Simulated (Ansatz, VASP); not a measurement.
# Cross-check of LiBe between VASP and Ansatz, part 2 of 2

Wanted: the spread between two codes on one cell, functional and k mesh. The cell is taken from a series of runs on this material, whose earlier steps may have relaxed, scaled, displaced or heated it; both programs get it as it stands.

VASP 6.6.1 and Ansatz 0.2.0.

So far: Set-up; Ansatz: zone-centre phonons, PBEsol.

## 3. VASP: zone-centre phonons, PBEsol

Level of this step: PBEsol; plane waves and PAW (Li_sv, Be) (VASP).

The same cell, functional, mesh and smearing now go to VASP, with its own data sets.

Lines of VASP's logs that name or quote its potential files are left out, and so is its time.

INCAR reads:

```
SYSTEM = LiBe
PREC = Accurate
ENCUT = 750
EDIFF = 1E-08
NELM = 120
ISMEAR = 1
SIGMA = 0.15
LREAL = .FALSE.
ALGO = Normal
GGA = PS
NBANDS = 8
LORBIT = 11
LWAVE = .FALSE.
LCHARG = .FALSE.
ISIF = 2
IBRION = 8
LASPH = .TRUE.
GGA_COMPAT = .FALSE.
KPAR = 2
```

POSCAR reads:

```
LiBe
1.0
    2.8054875085      0.0000000000      0.0000000000
    0.0000000000      2.8054875085      0.0000000000
    0.0000000000      0.0000000000      2.8054875085
Li Be
1 1
Direct
    0.0000000000      0.0000000000      0.0000000000
    0.5000000000      0.5000000000      0.5000000000
```

KPOINTS reads:

```
Automatic mesh
0
Gamma
16 16 16
0 0 0
```

The projector-augmented-wave data sets are Li_sv and Be (PBE family, release 64).

The run is started by

```
$ mpirun -np 2 vasp_std
```

Numbers of over 12 decimals in the logs are rounded to 6 here.

Log:

```text
[banner, memory and clock lines left out]
running    2 mpi-ranks, on    1 nodes
 distrk:  each k-point on    1 cores,    2 groups
 distr:  one band on    1 cores,    1 groups

 POSCAR found type information on POSCAR LiBe
 POSCAR found :  2 types and       2 ions
|                                                                             |
|               ----> ADVICE to this user running VASP <----                  |
|                                                                             |
|     You enforced a specific xc type in the INCAR file but a different       |
|     [... a line on the potential file left out ...]
|     I HOPE YOU KNOW WHAT YOU ARE DOING!                                     |
|                                                                             |

 LDA part: xc-table for (Slater+PW92), standard interpolation
 POSCAR, INCAR and KPOINTS ok, starting setup
 FFT: planning ... GRIDC
 FFT: planning ... GRID_SOFT
 FFT: planning ... GRID
 WAVECAR not read
 entering main loop
       N       E                     dE             d eps       ncg     rms          rms(c)
DAV:   1     0.118243496382E+01    0.11824E+01   -0.19317E+03  2656   0.637E+02
DAV:   2    -0.511430975161E+01   -0.62967E+01   -0.59879E+01  3912   0.732E+01
DAV:   3    -0.522512487653E+01   -0.11082E+00   -0.11079E+00  3184   0.853E+00
DAV:   4    -0.522857650830E+01   -0.34516E-02   -0.34515E-02  4248   0.132E+00
DAV:   5    -0.522860167823E+01   -0.25170E-04   -0.25170E-04  3248   0.576E-02    0.634E-01
DAV:   6    -0.522848479354E+01    0.11688E-03   -0.24868E-03  3280   0.386E-01    0.387E-01
DAV:   7    -0.523025898484E+01   -0.17742E-02   -0.87332E-03  2800   0.752E-01    0.596E-02
DAV:   8    -0.523029584180E+01   -0.36857E-04   -0.27133E-04  3880   0.162E-01    0.891E-03
DAV:   9    -0.523029704358E+01   -0.12018E-05   -0.14901E-05  3704   0.437E-02    0.218E-03
DAV:  10    -0.523029751639E+01   -0.47281E-06   -0.18213E-06  3840   0.126E-02    0.214E-03
DAV:  11    -0.523029747419E+01    0.42195E-07   -0.11817E-07  3488   0.304E-03    0.371E-04
DAV:  12    -0.523029745965E+01    0.14545E-07   -0.12707E-08  3448   0.106E-03    0.284E-05
DAV:  13    -0.523029745630E+01    0.33429E-08   -0.11963E-09  2200   0.347E-04
   1 F= -.52302975E+01 E0= -.52306518E+01  d E =0.106295E-02
 Linear response reoptimize wavefunctions to high precision
DAV:   1    -0.523029745622E+01    0.86715E-10   -0.35229E-10  3008   0.114E-04
 Linear response DOF=           2
 Linear response progress:
  Degree of freedom:   1/  2
       N       E                     dE             d eps       ncg     rms          rms(c)
RMM:   1    -0.167545922490E+00   -0.16755E+00    0.98407E+00  8292   0.298E+01
RMM:   2    -0.181787944506E+00   -0.14242E-01   -0.23336E-02 11227   0.148E+00    0.323E-02
RMM:   3    -0.182062128176E+00   -0.27418E-03   -0.24204E-03 13627   0.363E-01    0.180E-02
RMM:   4    -0.182190530868E+00   -0.12840E-03   -0.35806E-04 14251   0.147E-01    0.646E-03
RMM:   5    -0.182238812151E+00   -0.48281E-04   -0.29801E-05 14201   0.302E-02    0.319E-03
RMM:   6    -0.182275636845E+00   -0.36825E-04   -0.18814E-05 13597   0.131E-02    0.917E-04
RMM:   7    -0.182294950412E+00   -0.19314E-04   -0.22715E-05 14839   0.438E-03    0.174E-04
RMM:   8    -0.182297952967E+00   -0.30026E-05   -0.19091E-05 14602   0.217E-03    0.488E-05
RMM:   9    -0.182298155689E+00   -0.20272E-06   -0.18510E-05 15530   0.150E-03    0.433E-05
RMM:  10    -0.182299243366E+00   -0.10877E-05   -0.16800E-05 13958   0.130E-03    0.549E-06
RMM:  11    -0.182299263914E+00   -0.20549E-07   -0.16694E-05 15568   0.116E-03    0.339E-06
RMM:  12    -0.182299285531E+00   -0.21617E-07   -0.14773E-05 15244   0.107E-03    0.750E-06
RMM:  13    -0.182299295418E+00   -0.98864E-08   -0.13288E-05 13932   0.999E-04    0.134E-05
RMM:  14    -0.182299401826E+00   -0.10641E-06   -0.11151E-05 14402   0.917E-04    0.157E-05
RMM:  15    -0.182299389056E+00    0.12770E-07   -0.11017E-05 13757   0.834E-04    0.220E-05
RMM:  16    -0.182299426035E+00   -0.36979E-07   -0.76772E-06 10363   0.720E-04    0.283E-05
RMM:  17    -0.182299536336E+00   -0.11030E-06   -0.64527E-06 13480   0.617E-04    0.324E-05
RMM:  18    -0.182299581998E+00   -0.45662E-07   -0.42336E-06 13167   0.486E-04    0.378E-05
RMM:  19    -0.182299630366E+00   -0.48368E-07   -0.32600E-06 12651   0.359E-04    0.431E-05
RMM:  20    -0.182299518799E+00    0.11157E-06   -0.10963E-06 12915   0.235E-04    0.498E-05
RMM:  21    -0.182299476672E+00    0.42127E-07   -0.10407E-06 12013   0.138E-04    0.539E-05
RMM:  22    -0.182299485058E+00   -0.83863E-08   -0.28565E-07 10472   0.667E-05    0.551E-05
RMM:  23    -0.182299492837E+00   -0.77790E-08   -0.20471E-07 10398   0.270E-05    0.555E-05
 first order change of Fermi-energy   0.21878E-03
 force on displaced ion       1 direction 1 :  -4.516   0.000  -0.000
 Linear response progress:
  Degree of freedom:   2/  2
       N       E                     dE             d eps       ncg     rms          rms(c)
RMM:   1    -0.608507943695E-02   -0.60851E-02    0.73372E-04 13037   0.600E-01
RMM:   2    -0.623540335972E-02   -0.15032E-03   -0.33496E-04 13620   0.828E-02    0.272E-02
RMM:   3    -0.628833890461E-02   -0.52936E-04   -0.37570E-05 14420   0.321E-02    0.152E-02
RMM:   4    -0.636388127757E-02   -0.75542E-04   -0.88339E-06 13586   0.235E-02    0.176E-03
RMM:   5    -0.636385518278E-02    0.26095E-07   -0.95048E-07 14722   0.770E-03    0.452E-04
RMM:   6    -0.636286289085E-02    0.99229E-06   -0.91805E-08 14433   0.228E-03    0.983E-05
RMM:   7    -0.636261421920E-02    0.24867E-06   -0.14317E-08 15094   0.868E-04    0.259E-05
RMM:   8    -0.636271061852E-02   -0.96399E-07   -0.46641E-09 15155   0.130E-04    0.158E-05
RMM:   9    -0.636271989869E-02   -0.92802E-08   -0.12031E-08 14928   0.565E-05    0.351E-06
 first order change of Fermi-energy  -0.87127E-04
 force on displaced ion       2 direction 1 :  -4.506   0.000  -0.000
 Linear response finished
```

Parts of OUTCAR (step 3):

```text
ion  position               nearest neighbor table
   1  0.000  0.000  0.000-   2 2.43   2 2.43   2 2.43   2 2.43   2 2.43   2 2.43   2 2.43   2 2.43

  LATTYP: Found a simple cubic cell.
 ALAT       =     2.8054875085

 Subroutine GETGRP returns: Found 48 space group operations
 (whereof 48 operations were pure point group operations)

The static configuration has the point symmetry O_h .

 Found    165 irreducible k-points:

   k-points           NKPTS =    165   k-points in BZ     NKDIM =    165   number of bands    NBANDS=      8

   dimension x,y,z NGX =    28 NGY =   28 NGZ =   28
   dimension x,y,z NGXF=    56 NGYF=   56 NGZF=   56

   ENCUT  =  750.0 eV  55.12 Ry    7.42 a.u.   6.26  6.26  6.26*2*pi/ulx,y,z

   NELECT =       5.0000    total number of electrons

 k-points in reciprocal lattice and weights: Automatic mesh
   0.00000000  0.00000000  0.00000000       0.000
   0.06250000  0.00000000  0.00000000       0.001
   0.12500000  0.00000000  0.00000000       0.001
   0.18750000  0.00000000  0.00000000       0.001
   0.25000000  0.00000000  0.00000000       0.001
   0.31250000  0.00000000  0.00000000       0.001
   0.37500000  0.00000000  0.00000000       0.001
   0.43750000  0.00000000  0.00000000       0.001
   0.50000000  0.00000000  0.00000000       0.001
[...]
0.50000000  0.50000000  0.43750000       0.001
   0.50000000  0.50000000  0.50000000       0.000

 average (electrostatic) potential at core
       1 -60.3712       2 -36.8159

  Total       -0.0242474     -0.0242474     -0.0242474     -0.0000000      0.0000000      0.0000000
  in kB       -1.7593419     -1.7593419     -1.7593419     -0.0000000      0.0000000      0.0000000
  external PRESSURE =      -1.7593419 kB  Pullay stress =       0.0000000 kB

  energy-cutoff  :      750.00
  volume of cell :       22.08
      direct lattice vectors                 reciprocal lattice vectors
     2.805487509  0.000000000  0.000000000     0.356444289  0.000000000  0.000000000
     0.000000000  2.805487509  0.000000000     0.000000000  0.356444289  0.000000000
     0.000000000  0.000000000  2.805487509     0.000000000  0.000000000  0.356444289

 POSITION                                       TOTAL-FORCE (eV/Angst)
 -----------------------------------------------------------------------------------
      0.00000      0.00000      0.00000         0.000000      0.000000      0.000000
      1.40274      1.40274      1.40274         0.000000      0.000000      0.000000
 -----------------------------------------------------------------------------------
    total drift:                               -0.000000     -0.000000     -0.000000

 Eigenvectors and eigenvalues of the dynamical matrix
 ----------------------------------------------------

   1 f  =   16.722142 THz   105.068315 2PiTHz  557.790607 cm-1    69.157190 meV
             X         Y         Z           dx          dy          dz
      0.000000  0.000000  0.000000     0.750364   -0.000000   -0.000000
      1.402744  1.402744  1.402744    -0.661025   -0.000000    0.000000

   2 f  =   16.722142 THz   105.068315 2PiTHz  557.790607 cm-1    69.157190 meV
             X         Y         Z           dx          dy          dz
      0.000000  0.000000  0.000000    -0.000000    0.000000   -0.750364
      1.402744  1.402744  1.402744     0.000000    0.000000    0.661025

   3 f  =   16.722142 THz   105.068315 2PiTHz  557.790607 cm-1    69.157190 meV
             X         Y         Z           dx          dy          dz
      0.000000  0.000000  0.000000     0.000000    0.750364    0.000000
      1.402744  1.402744  1.402744     0.000000   -0.661025    0.000000

   4 f/i=    0.009141 THz     0.057432 2PiTHz    0.304898 cm-1     0.037802 meV
             X         Y         Z           dx          dy          dz
      0.000000  0.000000  0.000000     0.202037   -0.513513    0.363922
      1.402744  1.402744  1.402744     0.229343   -0.582916    0.413107

   5 f/i=    0.009141 THz     0.057432 2PiTHz    0.304898 cm-1     0.037802 meV
             X         Y         Z           dx          dy          dz
      0.000000  0.000000  0.000000     0.109467   -0.347717   -0.551420
      1.402744  1.402744  1.402744     0.124262   -0.394712   -0.625946

   6 f/i=    0.009141 THz     0.057432 2PiTHz    0.304898 cm-1     0.037802 meV
             X         Y         Z           dx          dy          dz
      0.000000  0.000000  0.000000    -0.619800   -0.228803    0.021238
      1.402744  1.402744  1.402744    -0.703568   -0.259726    0.024109

 ELASTIC MODULI CONTR FROM IONIC RELAXATION (kBar)
 Direction    XX          YY          ZZ          XY          YZ          ZX
 --------------------------------------------------------------------------------
 XX           0.0000      0.0000      0.0000      0.0000      0.0000      0.0000
 YY           0.0000      0.0000      0.0000      0.0000      0.0000      0.0000
 ZZ           0.0000      0.0000      0.0000      0.0000      0.0000      0.0000
 XY           0.0000      0.0000      0.0000      0.0000      0.0000      0.0000
 YZ           0.0000      0.0000      0.0000      0.0000      0.0000      0.0000
 ZX           0.0000      0.0000      0.0000      0.0000      0.0000      0.0000
 --------------------------------------------------------------------------------
```

## 4. Comparison

Known differences besides the potentials themselves: VASP's run holds the zone centre alone; the data sets hold 7 valence electrons in Ansatz (on norm-conserving files, of PseudoDojo where its log says so) and 5 in VASP; the cutoff is 1197.3 eV in Ansatz and 750 eV in VASP. Total energies have different zeros and are not compared.

Compared:

```csv
quantity,Ansatz,VASP,difference
optical mode 1 to 3 (cm⁻¹),559.5,557.8,+0.31 %
```

Modes are paired by rising frequency, not by their patterns, so a pair may set unlike modes beside each other; they are those without the splitting of longitudinal modes.

## 5. Outcome

```
r.m.s. difference of the optical zone-centre modes, each program's sorted by frequency (zone-centre phonons, PBEsol) : 1.7 cm⁻¹
```

In words: The r.m.s. difference of the optical zone-centre modes, each program's sorted by frequency is 1.7 cm⁻¹ (zone-centre phonons, PBEsol). The data sets hold unlike numbers of valence electrons (7 in Ansatz and 5 in VASP), so part of the differences comes from the potentials. Such differences can come from data sets, numerical settings and the points named under the comparisons, not from the functional's error against experiment.

[Lines on the potential files, build, host, timing and source positions are cut from VASP's logs without a mark.]

[Logs are printed without paths, hosts, clocks, repeated set-up lines and the standing remarks that a program may print on its own settings, such as how far it seeks lower states.]

[Hosts, paths, dates, database ids (printed as entryN), source tags and the programs' standing remarks are cut or masked in the printed files.]
